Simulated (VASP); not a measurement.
# ScSi2 (P6/mmm) in VASP: electric field gradients with PBE

Aim: the electric field gradients of ScSi2 with PBE.

Program: VASP 6.6.1. These are calculated values, not measurements. Logs are shortened: lines on timing, memory, paths and dates and some standing lists are left out, and cuts for length are marked.

**1. Starting point**

The structure is hexagonal, space group P6/mmm (No. 191). Conventional cell: a = 3.660 Å, b = 3.660 Å, c = 3.870 Å, α = 90.00°, β = 90.00°, γ = 120.00°. Sc (site symmetry 6/mmm) is surrounded by 12 Si at 2.87 Å. Si (site symmetry -6m2) has 3 Si at 2.11 Å as nearest neighbours.

**2. Electric field gradients, PBE**

Input file INCAR:

```
  PREC = Accurate
  ENCUT = 520
  EDIFF = 1E-8
  ISMEAR = -1
  SIGMA = 0.05
  LREAL = False
  LASPH = True
  NELM = 100
  ALGO = Normal
  ISIF = 2
  LWAVE = False
  LCHARG = False
  GGA = PE
  LEFG = True
  NBANDS = 16
```

Input file KPOINTS:

```
regular mesh
0
Gamma
  13 13 11
```

Input file POSCAR:

```
ScSi2
1.0
    3.6599987106      0.0000000000      0.0000000000
   -1.8299993553      3.1696518612      0.0000000000
    0.0000000000      0.0000000000      3.8700000000
Sc Si
1 2
Direct
    0.0000000000      0.0000000000      0.0000000000
    0.3333333333      0.6666666667      0.5000000000
    0.6666666667      0.3333333333      0.5000000000
```

Potentials or basis: VASP PAW PBE potentials, release 64 (Sc_sv, Si).

Launch:

```console
cat potpaw_PBE.64/Sc_sv/POTCAR potpaw_PBE.64/Si/POTCAR > POTCAR
mpirun -np 1 vasp_std > vasp.out
```

OUTCAR:

```text
PREC = Accurate
   ENCUT = 520
   EDIFF = 1E-8
   ISMEAR = -1
   LREAL = False
   LASPH = True
   NELM = 100
   ISIF = 2
   GGA = PE

 ion  position               nearest neighbor table
   1  0.000  0.000  0.000-   2 2.87   3 2.87   2 2.87   3 2.87   3 2.87   3 2.87   2 2.87   2 2.87
                             3 2.87   3 2.87   2 2.87   2 2.87
   2  0.333  0.667  0.500-   3 2.11   3 2.11   3 2.11   1 2.87   1 2.87   1 2.87   1 2.87   1 2.87
                             1 2.87
   3  0.667  0.333  0.500-   2 2.11   2 2.11   2 2.11   1 2.87   1 2.87   1 2.87   1 2.87   1 2.87
                             1 2.87

  LATTYP: Found a hexagonal cell.
 ALAT       =     3.6599987106
 C/A-ratio  =     1.0573774217

  Lattice vectors:

 A1 = (   3.6599987106,   0.0000000000,   0.0000000000)
 A2 = (  -1.8299993553,   3.1696518612,   0.0000000000)
 A3 = (   0.0000000000,   0.0000000000,   3.8700000000)

Analysis of symmetry for initial positions (statically):
=====================================================================
 Subroutine PRICEL returns:
 Original cell was already a primitive cell.

 Routine SETGRP: Setting up the symmetry group for a
 hexagonal supercell.

 Subroutine GETGRP returns: Found 24 space group operations
 (whereof 24 operations were pure point group operations)
 out of a pool of 24 trial point group operations.

The static configuration has the point symmetry D_6h.

Analysis of symmetry for dynamics (positions and initial velocities):
=====================================================================
 Subroutine PRICEL returns:
 Original cell was already a primitive cell.

 Routine SETGRP: Setting up the symmetry group for a
 hexagonal supercell.

 Subroutine GETGRP returns: Found 24 space group operations
 (whereof 24 operations were pure point group operations)
 out of a pool of 24 trial point group operations.

The dynamic configuration has the point symmetry D_6h.

 Subroutine INISYM returns: Found 24 space group operations
 (whereof 24 operations are pure point group operations),
 and found     1 'primitive' translations

----------------------------------------------------------------------------------------

                                     Primitive cell

[... 133 lines left out ...]
  ---------------------------------------------------
  ext. energy  EPLUGINS =         0.00000000
  ---------------------------------------------------
  free energy    TOTEN  =       -17.35287116 eV

  energy without entropy =      -17.33699952  energy(sigma->0) =      -17.34493534

 E-fermi :   9.2159     XC(G=0): -11.2379

 val. band max:        9.2132412265   @ k =   0.2308   0.0769   0.1818
 cond. band min:       9.2283160300   @ k =   0.3846   0.1538   0.1818
 fundamental gap:      0.0150748036
 Fermi energy:         9.2158901995

 k-point     1 :       0.0000    0.0000    0.0000
  band No.  band energies     occupation
      1     -40.3674      2.00000
      2     -19.0656      2.00000
      3     -19.0021      2.00000
      4     -19.0021      2.00000
      5      -4.6345      2.00000
      6       5.6631      2.00000
[... 433 lines left out ...]
      3     -19.0293      2.00000
      4     -19.0079      2.00000
      5      -4.2366      2.00000
      6       4.2612      2.00000
[... 8 lines left out ...]
     15      12.2074      0.00000
     16      12.5590      0.00000

 [... further k-points ...]
[... 5 lines left out ...]
  --------------------------------------------------------------------------------------
  -------------------------------------------------------------------------------------
  Total       10.4907150     10.4907150      0.3270287      0.0000000      0.0000000     -0.0000000
  in kB      374.3796305    374.3796305     11.6705959      0.0000000      0.0000000     -0.0000000
  external PRESSURE =     253.4766190 kB  Pullay stress =       0.0000000 kB

 VOLUME and BASIS-vectors are now :
 -----------------------------------------------------------------------------
  energy-cutoff  :      520.00
  volume of cell :       44.90
      direct lattice vectors                 reciprocal lattice vectors
     3.659998711  0.000000000  0.000000000     0.273224140  0.157746031  0.000000000
    -1.829999355  3.169651861  0.000000000     0.000000000  0.315492062  0.000000000
     0.000000000  0.000000000  3.870000000     0.000000000  0.000000000  0.258397933

 POSITION                                       TOTAL-FORCE (eV/Angst)
 -----------------------------------------------------------------------------------
      0.00000      0.00000      0.00000         0.000000      0.000000      0.000000
     -0.00000      2.11310      1.93500        -0.000000      0.000000      0.000000
      1.83000      1.05655      1.93500        -0.000000     -0.000000      0.000000
 -----------------------------------------------------------------------------------
    total drift:                               -0.000000      0.000000      0.000000

  FREE ENERGIE OF THE ION-ELECTRON SYSTEM (eV)
  ---------------------------------------------------
  free  energy   TOTEN  =       -17.3528711624 eV

  energy  without entropy=      -17.3369995244  energy(sigma->0) =      -17.34493534

 Electric field gradients (V/A^2)
---------------------------------------------------------------------
 ion       V_xx      V_yy      V_zz      V_xy      V_xz      V_yz
---------------------------------------------------------------------
   1       2.658     2.657    -5.315    -0.001    -0.000     0.000
   2      -7.867    -7.867    15.734     0.000     0.000     0.000
   3      -7.867    -7.867    15.734     0.000     0.000     0.000
---------------------------------------------------------------------

 Electric field gradients after diagonalization (V/A^2)
 (convention: |V_zz| > |V_xx| > |V_yy|)
----------------------------------------------------------------------
 ion       V_xx      V_yy      V_zz     asymmetry (V_yy - V_xx)/ V_zz
----------------------------------------------------------------------
   1       2.659     2.656    -5.315       0.000
   2      -7.867    -7.867    15.734       0.000
   3      -7.867    -7.867    15.734       0.000
----------------------------------------------------------------------

           NMR quadrupolar parameters

 Cq : quadrupolar parameter    Cq=e*Q*V_zz/h
 eta: asymmetry parameters     (V_yy - V_xx)/ V_zz
 Q  : nuclear electric quadrupole moment in mb (millibarn)
----------------------------------------------------------------------
 ion       Cq(MHz)       eta       Q (mb)
----------------------------------------------------------------------
   1      -0.013       0.000       1.000
   2       0.038       0.000       1.000
   3       0.038       0.000       1.000
----------------------------------------------------------------------
```

stdout:

```text
POSCAR found type information on POSCAR ScSi
 POSCAR found :  2 types and       3 ions
 scaLAPACK will be used
 LDA part: xc-table for (Slater+PW92), standard interpolation
 POSCAR, INCAR and KPOINTS ok, starting setup
 FFT: planning ... GRIDC
 FFT: planning ... GRID_SOFT
 FFT: planning ... GRID
 WAVECAR not read
 entering main loop
ion   1

ion   2

ion   3
```

Run time: 99 s. Hardware: 1 thread of AMD EPYC 7R13 (Zen 3), shared host; peak memory 0.19 GiB.

Results:

```yaml
Free_energy: -17.3529 eV
Pressure: 25.3 GPa
Band_gap_on_the_k_mesh: none (metal or under the smearing width)
```

Electric field gradients, principal values (V/Å²):
```
atom     Vxx     Vyy     Vzz
1 Sc   2.656   2.659  -5.315
2 Si  -7.867  -7.867  15.734
3 Si  -7.867  -7.867  15.734
```

Caveat: so large a pressure means that the cell lies far from this level's equilibrium, or that cutoff or potentials fall short.
